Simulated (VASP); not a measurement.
GaAs:

```xyz
2
Lattice="0.0000 2.8194 2.8406 2.8194 0.0000 2.8406 2.8194 2.8194 0.0000" Properties=species:S:1:pos:R:3 pbc="T T T"
Ga    0.0000    0.0000    0.0000
As    1.4097    1.4097    1.4203
```

The cell was built by a generator and isn't the measured one.

Base run:

```yaml
Program: VASP 6.6.1
Functional: PBE
Potentials_or_basis: VASP PAW PBE potentials, release 64 (Ga_d, As)
Cutoff: 600 eV
k_mesh: 12 × 12 × 12
Occupations: gaussian, width 0.02 eV
Spin: no spin polarisation
```

Its results: band gap on the k mesh 0.51 eV, direct; pressure 3.5 GPa.

**Question.** The run is repeated on the same cell with these changes: functional from PBE to r2SCAN. What comes out?

**Answer.** Band gap on the k mesh 0.98 eV, direct; pressure 0.6 GPa.

r2SCAN gives the wider gap, since meta-GGAs in the generalised Kohn-Sham scheme recover part of the derivative discontinuity.

Caveats: the PAW data sets were made with another functional, which shifts forces and pressure a little (some runs).

A k mesh can miss the band edges.
